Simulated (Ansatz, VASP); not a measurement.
# Sr2SO in VASP and in Ansatz

POSCAR

```
Sr2SO
1.0
    4.0432370000      0.0000000000      0.0000000000
    0.0000000000      4.0432370000      0.0000000000
    0.0000000000      0.0000000000      5.7180000000
Sr S O
2 1 1
Direct
    0.5000000000      0.5000000000      0.5000000000
    0.0000000000      0.0000000000      0.0000000000
    0.0000000000      0.0000000000      0.5000000000
    0.5000000000      0.5000000000      0.0000000000
```

The input INCAR.step1:

```
SYSTEM = Sr2SO
PREC     = Accurate       ! precision mode
ENCUT    = 520            ! plane-wave cutoff, eV
EDIFF    = 1E-5           ! SCF threshold, eV
ISMEAR   = -1             ! smearing method
SIGMA    = 0.05           ! smearing width, eV
LREAL    = .FALSE.        ! projectors in reciprocal space
LASPH    = .TRUE.         ! aspherical terms in the spheres
NELM     = 80             ! most SCF steps
ALGO     = Normal         ! electronic algorithm
ISIF     = 2              ! what is computed and relaxed
LWAVE    = .TRUE.         ! write WAVECAR
LCHARG   = .FALSE.        ! write CHGCAR
NBANDS   = 24             ! bands
GGA      = PE             ! functional
```

Contents of INCAR.step2:

```
SYSTEM = Sr2SO
PREC     = Accurate       ! precision mode
ENCUT    = 520            ! plane-wave cutoff, eV
EDIFF    = 1E-7           ! SCF threshold, eV
ISMEAR   = -1             ! smearing method
SIGMA    = 0.05           ! smearing width, eV
LREAL    = .FALSE.        ! projectors in reciprocal space
LASPH    = .TRUE.         ! aspherical terms in the spheres
NELM     = 80             ! most SCF steps
ALGO     = Normal         ! electronic algorithm
ISIF     = 2              ! what is computed and relaxed
LWAVE    = .FALSE.        ! write WAVECAR
LCHARG   = .FALSE.        ! write CHGCAR
GGA      = PE             ! functional
LHFCALC  = .TRUE.         ! exact exchange
HFSCREEN = 0.2            ! screening, 1/A
AEXX     = 0.05           ! exact-exchange fraction
PRECFOCK = Fast         
NBANDS   = 24             ! bands
ISTART   = 1
```

Contents of KPOINTS:

```
regular mesh
0
G
  4 4 3
  0 0 0
```

The input input.yaml:

```yaml
crystal:
  lattice:
    - [4.043237, 0.0, 0.0]
    - [0.0, 4.043237, 0.0]
    - [0.0, 0.0, 5.718]
  atoms:
    - { symbol: Sr, position: [0.5, 0.5, 0.5] }
    - { symbol: Sr, position: [0.0, 0.0, 0.0] }
    - { symbol: S, position: [0.0, 0.0, 0.5] }
    - { symbol: O, position: [0.5, 0.5, 0.0] }
hamiltonian:
  xc: { exchange: pbe, correlation: pbe, exx: { coeff: 0.05, omega: 0.2 } }
  pseudopotentials: { kind: paw }
kpoints:
  mp_grid: { grid: [4, 4, 3] }
scf:
  occupations: { method: fermi_dirac, width: 0.05 }
output:
  forces: true
  stress: true
  eigenvalues: true
```

The cell comes from a database or a generator and needn't be the stable form of this composition.

Alike in both runs: task single point; functional HSE(alpha, omega); k mesh 4 × 4 × 3; occupations fermi-dirac, width 0.05 eV; no spin polarisation.

|  | VASP | Ansatz |
| --- | --- | --- |
| version | VASP 6.6.1 | Ansatz 0.2.0 |
| potentials or method | VASP PAW PBE potentials, release 64 (Sr_sv, S, O) | Ansatz PAW |
| plane-wave cutoff (eV) | 520 | 420 |
| valence electrons in the cell | 32 | 32 |

VASP gave:

| Property | Result |
| --- | --- |
| gap on the k mesh at the Fermi level (eV) | 2.43 |
| least direct gap on the mesh (eV) | 2.43 |
| pressure (GPa) | -0.2 |
| largest component of the traceless stress (GPa) | 0.09 |

Problem. Which values does Ansatz return?

Solution. gap on the k mesh at the Fermi level (eV): 2.45; least direct gap on the mesh (eV): 2.45; pressure (GPa): -0.4; largest component of the traceless stress (GPa): 0.09.

Caveats: the PAW data sets were made with another functional, which shifts forces and pressure a little (VASP); an odd mesh through Γ misses points on the zone boundary, where band edges often lie (VASP); odd divisions of the mesh miss points on the zone boundary, where band edges often lie, so the gap on the mesh can be too wide (Ansatz); the PAW data sets come from PBE, with cores solved anew for the run's functional, which leaves a small shift of forces and pressure (Ansatz); the thresholds are loose for stress (Ansatz).
